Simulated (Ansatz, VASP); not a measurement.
# B2Ru in two plane-wave programs, part 2 of 2

Wanted: the spread between two codes on one cell, functional and k mesh. The cell is taken from a series of runs on this material, whose earlier steps may have relaxed, scaled, displaced or heated it; both programs get it as it stands.

VASP 6.6.1 and Ansatz 0.2.0.

So far: Set-up; VASP: relaxation of cell and atoms, PBEsol.

### Step 3. Ansatz: relaxation of cell and atoms, PBEsol

Level of this step: Ansatz beside VASP: Kohn-Sham DFT, plane waves, PBEsol (Ansatz).

Ansatz runs on its default PAW (the set named soft_2) files.

The same cell, functional, mesh and smearing now go to Ansatz, which takes its cutoff from its data sets.

input.yaml reads:

```yaml
crystal:
  lattice:
    - [2.8552651928, 0.0, 0.0]
    - [0.0, 4.6185307151, 0.0]
    - [0.0, 0.0, 4.0222389503]
  atoms:
    - { symbol: B, position: [0.0, 0.8031479986, 0.3627651854] }
    - { symbol: B, position: [0.0, 0.1968520014, 0.3627651854] }
    - { symbol: B, position: [0.5, 0.3031479986, 0.6372348146] }
    - { symbol: B, position: [0.5, 0.6968520014, 0.6372348146] }
    - { symbol: Ru, position: [0.0, 0.0, 0.8490863984] }
    - { symbol: Ru, position: [0.5, 0.5, 0.1509136016] }
kpoints:
  mp_grid: { grid: [10, 6, 8] }
hamiltonian:
  xc: pbesol
scf:
  occupations: { method: methfessel_paxton, width: 0.2 }
output:
  forces: true
  stress: true
  eigenvalues: true
relax:
  adjacent_minimum: "off"
  f_tol: 0.001
  max_steps: 60
  cell: { stress_tol: 0.01 }
```

Launch:

```
> ansatz run input.yaml --threads 16 --pin off --max-ram 61440MiB --backend cuda --events-out ev --progress --plain --runs-dir out --max-vram 78GiB
```

Numbers of over 12 decimals in the logs are rounded to 6 here.

Log:

```text
Engine: ansatz 0.2.0, aarch64-unknown-linux-gnu
Pseudopotentials: kind: paw
Pseudopotential: B, paw, valence charge 3, recommended cutoff 420 eV (normal), B.paw.azcp
Pseudopotential: Ru, paw, valence charge 16, recommended cutoff 420 eV (normal), Ru.paw.azcp
Functional definition: PBEsol
  exchange = pbesol_x
  correlation = pbesol_c
[...]
Crystal: 6 atoms, lattice volume = 53.042 Å³
Basis set: ecut = 420 eV, 1043 PW (Γ), exchange–correlation on 40×64×54 points (8 copies of the dense FFT grid, shifted against one another)
Bands: 28, of which v1, the nominal top of the filled ones, is band 22 counted from 1 (21 counted from 0)
Symmetry: 8 space group operations
Space group: Pmmn (ITA 59), of the structure as read, at distance tolerance 3.8e-5 Å
k-points: 120 of 480
Non-local potential: B, projectors of the file, l = 0: 2, l = 1: 2, l = 2: 1
Non-local potential: Ru, projectors of the file, l = 0: 3, l = 1: 2, l = 2: 2, l = 3: 1
PAW form: soft (Blöchl's): semilocal exchange-correlation on the pseudo side does not see the compensation charge
PAW frozen core: B, regenerated for the run's functional, and the local potential with it (the file was generated under x = pbe(κ = 0.804, μ = 0.219515), c = pbe(β = 0.066725))
PAW frozen core: Ru, regenerated for the run's functional, and the local potential with it (the file was generated under x = pbe(κ = 0.804, μ = 0.219515), c = pbe(β = 0.066725))
PAW one-centre angular grid: B, 110 points (default); XC on 64 Gauss nodes
PAW one-centre angular grid: Ru, 590 points (default); XC on 64 Gauss nodes
Initial density: superposition of atomic densities (neutral atoms: chi_scale 0, normalization atom), corrected by the library's trained network
Initial wavefunctions: pseudopotential atomic-orbital guess
[...]
Functional: x = pbesol(κ = 0.804, μ = 0.123457), c = pbesol(β = 0.046)
SCF iter   1: F=—  HF=-12245.604071 eV  |F-HF|=—  |Δ(HF+E_count)|=         —  Δρ=8.10e-3  dr2=2.20e-2  ethr=1.77e-3  ⟨swp⟩=5.3  Hψ=13411  notcnv=0
preconditioner: auto → Kerker (q_TF=auto, 2.645 Å⁻¹)  [metal: Δε(μ)=0.026 eV  Ē_g=8.489 eV  σ=0.200 eV  W_gap=0.11  n_scr=14 (ndim 8)  ℏωp=27.0 eV  f_vac=0.000  D(μ)=1.38/eV (n_scr^D=8)]
SCF iter   2: F=—  HF=-12245.600280 eV  |F-HF|=—  |Δ(HF+E_count)|=   3.79e-3  S|Δr|=    0.00e0  Δρ=4.37e-3  dr2=8.07e-3  ethr=5.01e-5  ⟨swp⟩=1.8  Hψ=5135  notcnv=0
[...]
SCF iter   6: F=-12245.598161 eV  HF=-12245.598161 eV  |F-HF|=2.41e-8  |Δ(HF+E_count)|=   6.94e-8  S|Δr|=    0.00e0  Δρ=1.12e-5  dr2=7.43e-8  ethr=2.27e-10  ⟨swp⟩=5.1  Hψ=17203  notcnv=0
SCF 1 converged in 6 iterations: F = -12245.598161 eV  dr2 = 7.43e-8
  greatest PAW one-centre occupation: 0.998 electrons in one spin orbital (limit 2), on the Ru atom at site 5 (counted from 0), in its partial waves of l = 0
relax step   1: F+E_penalty+E_count = -12245.59816140 eV  Δ(F+E_penalty+E_count) = +0.000e0 eV  max|allowed force component| = 4.442e-2 eV/Å  Δτ_max = 0.0000 Å  P = +0.011 GPa  Ω = 53.042 Å³  (6 SCF iters, dr2 threshold 1.00e-7 eV, accepted)
[... from here on, the SCF cycles and remarks between the steps are left out ...]
relax step   2: F+E_penalty+E_count = -12245.59854900 eV  Δ(F+E_penalty+E_count) = -3.876e-4 eV  max|allowed force component| = 3.628e-2 eV/Å  Δτ_max = 0.0020 Å  P = -0.019 GPa  Ω = 53.048 Å³  energy of the carried Pulay correction = -7.571e-6 eV  (4 SCF iters, dr2 threshold 1.23e-7 eV, accepted)
relax step   3: F+E_penalty+E_count = -12245.59871513 eV  Δ(F+E_penalty+E_count) = -1.661e-4 eV  max|allowed force component| = 1.231e-2 eV/Å  Δτ_max = 0.0023 Å  P = +0.035 GPa  Ω = 53.041 Å³  energy of the carried Pulay correction = +9.669e-7 eV  (4 SCF iters, dr2 threshold 1.50e-7 eV, accepted)
relax step   4: F+E_penalty+E_count = -12245.59872722 eV  Δ(F+E_penalty+E_count) = -1.209e-5 eV  max|allowed force component| = 1.284e-3 eV/Å  Δτ_max = 0.0005 Å  P = +0.005 GPa  Ω = 53.044 Å³  energy of the carried Pulay correction = -2.944e-6 eV  (3 SCF iters, dr2 threshold 5.18e-8 eV, accepted)
relax step   5: F+E_penalty+E_count = -12245.59872697 eV  Δ(F+E_penalty+E_count) = +2.501e-7 eV  max|allowed force component| = 2.587e-4 eV/Å  Δτ_max = 0.0001 Å  P = -0.000 GPa  Ω = 53.045 Å³  energy of the carried Pulay correction = -3.447e-6 eV  (4 SCF iters, dr2 threshold 2.65e-10 eV, accepted)
relax step   6: F+E_penalty+E_count = -12245.59875538 eV  Δ(F+E_penalty+E_count) = -2.842e-5 eV  max|allowed force component| = 3.197e-4 eV/Å  Δτ_max = 0.0000 Å  P = -0.000 GPa  Ω = 53.045 Å³  stress off target by 1.12e-2 GPa  SCF on the basis re-selected at this cell (its energy is not comparable with the rows above)  (5 SCF iters)
relax step   7: F+E_penalty+E_count = -12245.59875604 eV  Δ(F+E_penalty+E_count) = -6.530e-7 eV  max|allowed force component| = 2.318e-4 eV/Å  Δτ_max = 0.0000 Å  P = +0.001 GPa  Ω = 53.044 Å³  energy of the carried Pulay correction = +5.264e-7 eV  (4 SCF iters, dr2 threshold 3.16e-10 eV, accepted)
relax step   8: F+E_penalty+E_count = -12245.59875584 eV  Δ(F+E_penalty+E_count) = +1.957e-7 eV  max|allowed force component| = 2.317e-4 eV/Å  Δτ_max = 0.0000 Å  P = +0.001 GPa  Ω = 53.044 Å³  stress off target by 3.57e-3 GPa  SCF on the basis re-selected at this cell (its energy is not comparable with the rows above)  (4 SCF iters)
basis re-selected at this cell: Δ(F+E_penalty+E_count) = +1.957e-7 eV, ΔP = +0.000 GPa vs the last step (what re-selecting the basis moved, of the pressure what is left beyond the Pulay correction that the steps carried, after the strain that the cell walked since its last selection, with what the two solves' SCF thresholds leave and, on support functions, any second-order correction that the steps lacked; it is no m [...]
SCF converged after 4 iterations
Stability not checked: this state was not tested for a lower state beside it, because cold or Methfessel-Paxton smearing, or corrected tetrahedra, fill the levels in a way that the test cannot read (fill_not_monotonic; see scf.lower_state_search)
Free energy (F): -12245.598756 eV
Harris-Foulkes:  -12245.598756 eV  (|F-HF|=1.82e-12)
Internal energy: -12245.600176 eV  (E = F + TS)
E sigma→0 (E₀):  -12245.599111 eV
Entropy (-TS):   0.001420 eV (0.237 meV/atom)
Fermi energy:    17.937577 eV
--- Per-component energies (eV) ---
  E_band       = -182.667475
  E_kinetic    = 1226.401235
  E_local      = -3378.645113  (includes V_loc(G=0)·N_el)
  E_nonlocal   = 734.358874
  E_hartree    = 1161.910241
  E_xc         = -509.840208
  E_vxc        = -633.736426  (∫ρ·V_xc dr)
  E_paw        = -7100.427897  (= ΣΔE_a)
  E_vpaw       = -454.866122  (= ΣTr[D̂ρ^β])
  E_aug_tail   = -0.000439  (compensation charges beyond the density's cutoff)
  E_ewald      = -4379.922304
  E_core_change = 0.565436  (= ΣΔE_core)
  E_smearing   = 0.001420  (= −TS)
  E_closure    = -0.000000  (closes the sum)
  Σ components = -12245.598756   (vs F -12245.598756, Δ=0.00e0)
--- Forces (eV/Å), atoms counted from 1 ---
  atom   1  B      0.00000000    -0.00000013    -0.00002944
  atom   2  B      0.00000000     0.00000013    -0.00002944
  atom   3  B     -0.00000000    -0.00000013     0.00002944
  atom   4  B     -0.00000000     0.00000013     0.00002944
  atom   5  Ru     0.00000000    -0.00000000    -0.00023165
  atom   6  Ru    -0.00000000     0.00000000     0.00023165
  max |Σ_I F_I| component: 1.73e-18 eV/Å
--- Stress (GPa, compression-positive) ---
        0.003571       0.000000       0.000000
        0.000000       0.001678      -0.000000
        0.000000      -0.000000      -0.001101
  P = ⅓ Tr σ = 0.0014 GPa (0.014 kbar)
--- Band table (eV; the first three rows and the last of 120) ---
  k-point 0: bands = [... 18 lower, 14.8415, 15.7189, 16.0981, 16.7153, 17.9371, 19.7565, 21.9903, 22.1416, ... 2 higher]
  k-point 1: bands = [... 18 lower, 14.7115, 15.8346, 16.1360, 16.5807, 18.2808, 19.5451, 21.9824, 22.0071, ... 2 higher]
  k-point 2: bands = [... 18 lower, 14.2816, 15.8712, 16.1117, 16.2179, 18.7255, 19.1628, 20.7616, 22.0792, ... 2 higher]
  k-point 119: bands = [... 18 lower, 14.7117, 14.7117, 15.3663, 15.3663, 18.8539, 18.8539, 18.9895, 18.9895, ... 2 higher]
--- Relaxed structure (6 steps of the walk, 6 accepted, 2 SCFs on fresh bases) ---
  F+E_penalty+E_count = -12245.59875584 eV   max|allowed force component| = 2.317e-4 eV/Å   (the final SCF, on the basis selected at the relaxed cell)
  cell:  # Å, volume = 53.0441 Å³
    - [2.850444, 0.0, 0.0]
    - [0.0, 4.624364, 0.0]
    - [0.0, 0.0, 4.024135]
  atoms:
    - { symbol: B, position: [0, 0.804008, 0.362464] }
    - { symbol: B, position: [0, 0.195992, 0.362464] }
    - { symbol: B, position: [0.5, 0.304008, 0.637536] }
    - { symbol: B, position: [0.5, 0.695992, 0.637536] }
    - { symbol: Ru, position: [0, 0, 0.848472] }
    - { symbol: Ru, position: [0.5, 0.500000, 0.151528] }
```

The column dr2 measures how far the density is from self-consistency, as an energy; F and HF (Harris–Foulkes) agree once it is small.

### Step 4. Differences

Known differences besides the potentials themselves: the data sets hold 44 valence electrons in Ansatz (on its default PAW (the set named soft_2) files) and 40 in VASP; the cutoff is 420 eV in Ansatz and 500 eV in VASP; Ansatz makes its cores anew for this functional, VASP keeps those of its PBE data sets; Ansatz adds a Pulay correction to the stress that steers its cell, VASP none. Total energies have different zeros and are not compared.

Both answers:

| quantity | Ansatz | VASP | difference |
| --- | --- | --- | --- |
| volume (Å³) | 53.04 | 53.08 | -0.07 % |
| edge a after relaxation, in the typed setting (Å) | 2.850 | 2.851 | -0.03 % |
| edge b after relaxation, in the typed setting (Å) | 4.624 | 4.626 | -0.03 % |
| edge c after relaxation, in the typed setting (Å) | 4.024 | 4.025 | -0.01 % |

### Step 5. Outcome

- difference in volume (relaxation of cell and atoms, PBEsol): -0.067 %

What this shows: The difference in volume is -0.067 % (relaxation of cell and atoms, PBEsol), within the 1.2 % picked in this series as the mark of a large difference, as far as the stopping tolerances let one tell. The data sets hold unlike numbers of valence electrons (44 in Ansatz and 40 in VASP), so part of the differences comes from the potentials. Such differences can come from data sets, numerical settings and the points named under the comparisons, not from the functional's error against experiment.

[Lines on the potential files, build, host, timing and source positions are cut from VASP's logs without a mark.]

[Logs are printed without paths, hosts, clocks, repeated set-up lines and the standing remarks that a program may print on its own settings, such as how far it seeks lower states.]

[Hosts, paths, dates, database ids (printed as entryN), source tags and the programs' standing remarks are cut or masked in the printed files.]
